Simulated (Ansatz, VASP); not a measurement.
**Cu (linear Cu chain): VASP beside Ansatz**

Aim: how closely do two programs agree when they are given the same cell, functional and k mesh? The structure shown is the end of the Ansatz relaxation below.

Main program and level: Ansatz 0.2.0; plane waves, with VASP 6.6.1 beside it; PBE and r2SCAN.

## 1. Starting point

The cell holds 1 atom: 1 Cu. Cell: a = 7.500 Å, b = 7.500 Å, c = 2.303 Å, α = 90.0°, β = 90.0°, γ = 90.0°. Vacuum lies along a and b. The structure's axis is c.

## 2. Ansatz: relaxation, PBE

Ansatz runs on its default PAW (the set named soft_2) files.

This run makes the geometry at which the two programs are then compared.

input.yaml

```yaml
crystal:
  lattice:
    - [7.5, 0.0, 0.0]
    - [0.0, 7.5, 0.0]
    - [0.0, 0.0, 2.4552]
  atoms:
    - { symbol: Cu, position: [0.5, 0.5, 0.0] }
kpoints:
  mp_grid: { grid: [1, 1, 33] }
scf:
  occupations: { method: fermi_dirac, width: 0.05 }
hamiltonian:
  xc: pbe
relax:
  cell: { fix: [a, b, alpha, beta, gamma] }
  max_steps: 60
```

Command:

```console
$ ansatz run input.yaml --threads 4 --pin off --max-ram 8192MiB --backend cpu --events-out ev --progress --plain --runs-dir out
```

Numbers of over 12 decimals in the logs are rounded to 6 here.

The log of the run:

```text
Engine: ansatz 0.2.0, aarch64-unknown-linux-gnu
Pseudopotentials: kind: paw
Pseudopotential: Cu, paw, valence charge 19, recommended cutoff 420 eV (normal), Cu.paw.azcp
Functional definition: PBE
  parameter kappa = 0.804
  parameter beta = 0.066725
  exchange = pbe_x(kappa = kappa, mu = beta*pi^2/3)
  correlation = pbe_c(beta = beta)
Crystal: 1 atoms, lattice volume = 138.105 Å³
Basis set: ecut = 420 eV, 2681 PW (Γ), exchange–correlation on 108×108×36 points (8 copies of the dense FFT grid, shifted against one another)
Bands: 14, of which v1, the nominal top of the filled ones, is band 10 counted from 1 (9 counted from 0)
Symmetry: 16 space group operations
Space group: P4/mmm (ITA 123), of the structure as read, at distance tolerance 5.2e-5 Å
k-points: 17 of 33
Non-local potential: Cu, projectors of the file, l = 0: 3, l = 1: 2, l = 2: 3, l = 3: 1
PAW form: soft (Blöchl's): semilocal exchange-correlation on the pseudo side does not see the compensation charge
PAW one-centre angular grid: Cu, 590 points (default); XC on 64 Gauss nodes
Initial density: superposition of atomic densities (neutral atoms: chi_scale 0, normalization atom), corrected by the library's trained network
Initial wavefunctions: pseudopotential atomic-orbital guess
Functional: x = pbe(κ = 0.804, μ = 0.219515), c = pbe(β = 0.066725)
SCF iter   1: F=—  HF=-6623.136625 eV  |F-HF|=—  |Δ(HF+E_count)|=         —  Δρ=2.44e-3  dr2=6.23e-3  ethr=1.77e-3  ⟨swp⟩=5.1  Hψ=1348  notcnv=0
preconditioner: auto → LDOS  [insulator: Δε(μ)=0.206 eV  Ē_g=6.647 eV  σ=0.050 eV  W_gap=0.77  n_scr=20 (ndim 8)  ℏωp=10.5 eV  f_vac=0.749  D(μ)=1.21/eV (n_scr^D=8)  ε∞_Penn≈3.5  β→1.0]
SCF iter   2: F=—  HF=-6623.139183 eV  |F-HF|=—  |Δ(HF+E_count)|=   2.56e-3  Δρ=4.92e-3  dr2=1.89e-2  ethr=3.28e-5  ⟨swp⟩=2.1  Hψ=541  notcnv=0  defer=5
SCF iter   3: F=—  HF=-6623.137944 eV  |F-HF|=—  |Δ(HF+E_count)|=   1.24e-3  Δρ=2.58e-3  dr2=5.33e-3  ethr=3.28e-5  ⟨swp⟩=3.0  Hψ=466  notcnv=0  defer=5
SCF iter   4: F=—  HF=-6623.137239 eV  |F-HF|=—  |Δ(HF+E_count)|=   7.05e-4  Δρ=9.14e-4  dr2=6.98e-4  ethr=2.81e-5  ⟨swp⟩=1.8  Hψ=259  notcnv=0  defer=5
SCF iter   5: F=—  HF=-6623.137154 eV  |F-HF|=—  |Δ(HF+E_count)|=   8.44e-5  Δρ=1.87e-4  dr2=3.05e-5  ethr=3.67e-6  ⟨swp⟩=2.8  Hψ=346  notcnv=0  defer=5
SCF iter   6: F=—  HF=-6623.137155 eV  |F-HF|=—  |Δ(HF+E_count)|=   7.41e-7  Δρ=7.17e-6  dr2=8.20e-8  ethr=5.26e-10  ⟨swp⟩=3.4  Hψ=948  notcnv=0
SCF iter   7: F=-6623.137155 eV  HF=-6623.137155 eV  |F-HF|=9.00e-9  |Δ(HF+E_count)|=   2.04e-7  Δρ=3.09e-6  dr2=7.38e-9  ethr=4.32e-10  ⟨swp⟩=2.1  Hψ=793  notcnv=0
SCF 1 converged in 7 iterations: F = -6623.137155 eV  dr2 = 7.38e-9
  greatest PAW one-centre occupation: 1.000 electrons in one spin orbital (limit 2), on the Cu atom at site 0 (counted from 0), in its partial waves of l = 0
relax step   1: F+E_penalty+E_count = -6623.13715538 eV  Δ(F+E_penalty+E_count) = +0.000e0 eV  max|allowed force component| = 0.000e0 eV/Å  Δτ_max = 0.0000 Å  P = -0.648 GPa  Ω = 138.105 Å³  fix = [a, b, alpha, beta, gamma]  reactions: a -0.105, b -0.105 GPa  (7 SCF iters, dr2 threshold 1.00e-7 eV, accepted)
[...]
relax step   2: F+E_penalty+E_count = -6623.16527535 eV  Δ(F+E_penalty+E_count) = -2.812e-2 eV  max|allowed force component| = 0.000e0 eV/Å  Δτ_max = 0.0000 Å  P = -0.497 GPa  Ω = 135.163 Å³  energy of the carried Pulay correction = +2.595e-4 eV  fix = [a, b, alpha, beta, gamma]  reactions: a -0.106, b -0.106 GPa  (6 SCF iters, dr2 threshold 1.00e-7 eV, accepted)
[...]
relax step   3: F+E_penalty+E_count = -6623.18909331 eV  Δ(F+E_penalty+E_count) = -2.382e-2 eV  max|allowed force component| = 0.000e0 eV/Å  Δτ_max = 0.0000 Å  P = +0.039 GPa  Ω = 128.430 Å³  energy of the carried Pulay correction = +8.655e-4 eV  fix = [a, b, alpha, beta, gamma]  reactions: a -0.105, b -0.105 GPa  (8 SCF iters, dr2 threshold 1.00e-7 eV, accepted)
[...]
relax step   4: F+E_penalty+E_count = -6623.19009274 eV  Δ(F+E_penalty+E_count) = -9.994e-4 eV  max|allowed force component| = 0.000e0 eV/Å  Δτ_max = 0.0000 Å  P = -0.069 GPa  Ω = 129.518 Å³  energy of the carried Pulay correction = +7.664e-4 eV  fix = [a, b, alpha, beta, gamma]  reactions: a -0.105, b -0.105 GPa  (6 SCF iters, dr2 threshold 1.00e-7 eV, accepted)
[...]
relax step   5: F+E_penalty+E_count = -6623.18923094 eV  Δ(F+E_penalty+E_count) = +8.618e-4 eV  max|allowed force component| = 0.000e0 eV/Å  Δτ_max = 0.0000 Å  P = -0.068 GPa  Ω = 129.518 Å³  fix = [a, b, alpha, beta, gamma]  reactions: a -0.103, b -0.103 GPa  stress off target by 1.75e-3 GPa on what of the cell is left free  SCF on the basis re-selected at this cell (its energy is not comparable with the rows above)  (7 SCF iters)
basis re-selected at this cell: Δ(F+E_penalty+E_count) = +8.618e-4 eV, ΔP = +0.001 GPa vs the last step (what re-selecting the basis moved, of the pressure what is left beyond the Pulay correction that the steps carried, after the strain that the cell walked since its last selection, with what the two solves' SCF thresholds leave and, on support functions, any second-order correction that the steps lacked; it is no measure of the basis error at this ecutwfc). The dense FFT grid was sized anew with the basis: this SCF ran on 54×54×16 points, the steps before it on 54×54×18, so part of this shift can come from that change (see relax.cell in the input reference). [rest of the remark cut]
SCF converged after 7 iterations
Free energy (F): -6623.189231 eV
Harris-Foulkes:  -6623.189231 eV  (|F-HF|=3.64e-12)
Internal energy: -6623.174090 eV  (E = F + TS)
E sigma→0 (E₀):  -6623.181661 eV
Entropy (-TS):   -0.015141 eV (-15.141 meV/atom)
Fermi energy:    -3.260736 eV
--- Per-component energies (eV) ---
  E_band       = -701.859431
  E_kinetic    = 300.085036
  E_local      = -9200.133654  (includes V_loc(G=0)·N_el)
  E_nonlocal   = 401.133049
  E_hartree    = 4189.369355
  E_xc         = -85.896932
  E_vxc        = -110.450799  (∫ρ·V_xc dr)
  E_paw        = -1673.318183  (= ΣΔE_a)
  E_vpaw       = -471.232140  (= ΣTr[D̂ρ^β])
  E_aug_tail   = 0.000271  (compensation charges beyond the density's cutoff)
  E_ewald      = -554.413033
  E_smearing   = -0.015141  (= −TS)
  E_closure    = -0.000000  (closes the sum)
  Σ components = -6623.189231   (vs F -6623.189231, Δ=0.00e0)
--- Forces (eV/Å), atoms counted from 1 ---
  atom   1  Cu     0.00000000     0.00000000     0.00000000
  max |Σ_I F_I| component: 3.79e-28 eV/Å
--- Stress (GPa, compression-positive) ---
       -0.103188       0.000000       0.000000
        0.000000      -0.103188       0.000000
        0.000000       0.000000       0.001749
  P = ⅓ Tr σ = -0.0682 GPa (-0.682 kbar)
--- Relaxed structure (4 steps of the walk, 4 accepted, 1 SCFs on fresh bases) ---
  F+E_penalty+E_count = -6623.18923094 eV   max|allowed force component| = 0.000e0 eV/Å   (the final SCF, on the basis selected at the relaxed cell)
  cell:  # Å, volume = 129.5178 Å³
    - [7.5, 0.0, 0.0]
    - [0.0, 7.5, 0.0]
    - [0.0, 0.0, 2.302538]
  atoms:
    - { symbol: Cu, position: [0.5, 0.5, 0.0] }
```

Reading the cycles: dr2 is the Hartree energy of the density residual (eV), the measure of convergence; HF is the Harris–Foulkes estimate of the energy, which meets the free energy F at convergence.

## 3. VASP: single point, PBE

The same cell, functional, mesh and smearing now go to VASP, with its own data sets.

Lines of VASP's logs that name or quote its potential files are left out, and so is its time.

INCAR

```
SYSTEM = Cu
PREC = Accurate
ENCUT = 600
EDIFF = 1E-06
NELM = 120
ISMEAR = -1
SIGMA = 0.05
LREAL = .FALSE.
ALGO = Normal
GGA = PE
NBANDS = 11
LASPH = .TRUE.
LORBIT = 11
LWAVE = .FALSE.
LCHARG = .FALSE.
ISIF = 2
GGA_COMPAT = .FALSE.
KPAR = 2
```

POSCAR

```
Cu
1.0
    7.5000000000      0.0000000000      0.0000000000
    0.0000000000      7.5000000000      0.0000000000
    0.0000000000      0.0000000000      2.3025378157
Cu
1
Direct
    0.5000000000      0.5000000000      0.0000000000
```

KPOINTS

```
Automatic mesh
0
Gamma
1 1 33
0 0 0
```

PAW data sets: Cu (PBE family, release 64).

Command:

```console
$ mpirun -np 2 vasp_std
```

The log of the run:

```text
[banner, memory and clock lines left out]
running    2 mpi-ranks, on    1 nodes
 distrk:  each k-point on    1 cores,    2 groups
 distr:  one band on    1 cores,    1 groups

 POSCAR found type information on POSCAR Cu
 POSCAR found :  1 types and       1 ions
 LDA part: xc-table for (Slater+PW92), standard interpolation
 POSCAR, INCAR and KPOINTS ok, starting setup
 FFT: planning ... GRIDC
 FFT: planning ... GRID_SOFT
 FFT: planning ... GRID
 WAVECAR not read
 entering main loop
       N       E                     dE             d eps       ncg     rms          rms(c)
DAV:   1     0.609574381153E+02    0.60957E+02   -0.38351E+03   374   0.813E+02
DAV:   2    -0.492393826882E+00   -0.61450E+02   -0.53903E+02   374   0.165E+02
DAV:   3    -0.194135576592E+01   -0.14490E+01   -0.14357E+01   458   0.337E+01
DAV:   4    -0.195875347151E+01   -0.17398E-01   -0.17391E-01   425   0.436E+00
DAV:   5    -0.195917787406E+01   -0.42440E-03   -0.42437E-03   488   0.666E-01    0.457E+00
DAV:   6    -0.213259953756E+01   -0.17342E+00   -0.53078E+00   443   0.487E+01    0.378E+00
DAV:   7    -0.178334579080E+01    0.34925E+00   -0.14549E+00   422   0.239E+01    0.623E-01
DAV:   8    -0.178454368117E+01   -0.11979E-02   -0.15900E-01   553   0.716E+00    0.112E+00
DAV:   9    -0.177493093545E+01    0.96127E-02   -0.66813E-02   434   0.527E+00    0.279E-01
DAV:  10    -0.177409849008E+01    0.83245E-03   -0.14981E-03   501   0.584E-01    0.133E-01
DAV:  11    -0.177392906263E+01    0.16943E-03   -0.21440E-03   531   0.806E-01    0.940E-02
DAV:  12    -0.177386873039E+01    0.60332E-04   -0.13039E-04   423   0.223E-01    0.393E-02
DAV:  13    -0.177388308069E+01   -0.14350E-04   -0.10649E-04   433   0.192E-01    0.117E-02
DAV:  14    -0.177389011999E+01   -0.70393E-05   -0.18291E-06   389   0.911E-03    0.120E-02
DAV:  15    -0.177389355421E+01   -0.34342E-05   -0.83310E-06   374   0.510E-02    0.118E-03
DAV:  16    -0.177389370250E+01   -0.14829E-06   -0.95064E-08   300   0.366E-03
   1 F= -.17738937E+01 E0= -.17668472E+01  d E =-.140929E-01
```

Parts of OUTCAR (step 3):

```text
ion  position               nearest neighbor table
   1  0.500  0.500  0.000-

  LATTYP: Found a simple tetragonal cell.
 ALAT       =     7.5000000000
 C/A-ratio  =     0.3070050421

 Subroutine GETGRP returns: Found 16 space group operations
 (whereof 16 operations were pure point group operations)

The static configuration has the point symmetry D_4h.

 Found     17 irreducible k-points:

   k-points           NKPTS =     17   k-points in BZ     NKDIM =     17   number of bands    NBANDS=     11

   dimension x,y,z NGX =    60 NGY =   60 NGZ =   18
   dimension x,y,z NGXF=   120 NGYF=  120 NGZF=   36

   ENCUT  =  600.0 eV  44.10 Ry    6.64 a.u.  14.98 14.98  4.60*2*pi/ulx,y,z

   NELECT =      11.0000    total number of electrons

 k-points in reciprocal lattice and weights: Automatic mesh
   0.00000000  0.00000000  0.00000000       0.030
   0.00000000  0.00000000  0.03030303       0.061
   0.00000000  0.00000000  0.06060606       0.061
   0.00000000  0.00000000  0.09090909       0.061
   0.00000000  0.00000000  0.12121212       0.061
   0.00000000  0.00000000  0.15151515       0.061
   0.00000000  0.00000000  0.18181818       0.061
   0.00000000  0.00000000  0.21212121       0.061
   0.00000000  0.00000000  0.24242424       0.061
[...]
0.00000000  0.00000000  0.45454545       0.061
   0.00000000  0.00000000  0.48484848       0.061

 average (electrostatic) potential at core
       1 -73.5058

 E-fermi :  -4.0862

 k-point     1 :       0.0000    0.0000    0.0000
  band No.  band energies     occupation
    ...
      2      -5.1564      2.00000
      3      -4.9510      2.00000
      4      -4.9483      2.00000
      5      -4.1744      1.70759
      6      -4.1744      1.70759
      7      -0.9730      0.00000
      8      -0.9730      0.00000
      9       0.5959      0.00000
     10       1.9267      0.00000
     11       3.7851      0.00000

 k-point     2 :       0.0000    0.0000    0.0303
  band No.  band energies     occupation
    ...
      2      -5.1443      2.00000
      3      -4.9476      2.00000
      4      -4.9450      2.00000
      5      -4.1977      1.80572
      6      -4.1977      1.80572
      7      -0.9339      0.00000
      8      -0.9339      0.00000
      9       0.6208      0.00000
     10       1.9520      0.00000
     11       3.8126      0.00000

 k-point     3 :       0.0000    0.0000    0.0606
  band No.  band energies     occupation
    ...
      2      -5.1081      2.00000
      3      -4.9376      2.00000
      4      -4.9351      2.00000
      5      -4.2643      1.94478
      6      -4.2643      1.94478
      7      -0.8191      0.00000
      8      -0.8191      0.00000
      9       0.6955      0.00000
     10       2.0279      0.00000
     11       3.8948      0.00000

  Total       -0.0959879     -0.0959879      0.0527031      0.0000000      0.0000000      0.0000000
  in kB       -1.1874015     -1.1874015      0.6519547      0.0000000      0.0000000      0.0000000
  external PRESSURE =      -0.5742827 kB  Pullay stress =       0.0000000 kB

  energy-cutoff  :      600.00
  volume of cell :      129.52
      direct lattice vectors                 reciprocal lattice vectors
     7.500000000  0.000000000  0.000000000     0.133333333  0.000000000  0.000000000
     0.000000000  7.500000000  0.000000000     0.000000000  0.133333333  0.000000000
     0.000000000  0.000000000  2.302537816     0.000000000  0.000000000  0.434303399

 POSITION                                       TOTAL-FORCE (eV/Angst)
 -----------------------------------------------------------------------------------
      3.75000      3.75000      0.00000         0.000000      0.000000      0.000000
 -----------------------------------------------------------------------------------
    total drift:                                0.000000      0.000000     -0.000000

  FREE ENERGIE OF THE ION-ELECTRON SYSTEM (eV)
  ---------------------------------------------------
  free  energy   TOTEN  =        -1.7738937025 eV

  energy  without entropy=       -1.7598007706  energy(sigma->0) =       -1.76684724

 total charge
# of ion       s       p       d       tot
------------------------------------------
    1        0.474   0.088   9.307   9.869

[... 3 further parts left out ...]
```

[end of part 1 of 2]

[Lines on the potential files, build, host, timing and source positions are cut from VASP's logs without a mark.]

[Logs are printed without paths, hosts, clocks, repeated set-up lines and the standing remarks that a program may print on its own settings, such as how far it seeks lower states.]

[Hosts, paths, dates, database ids (printed as entryN), source tags and the programs' standing remarks are cut or masked in the printed files.]
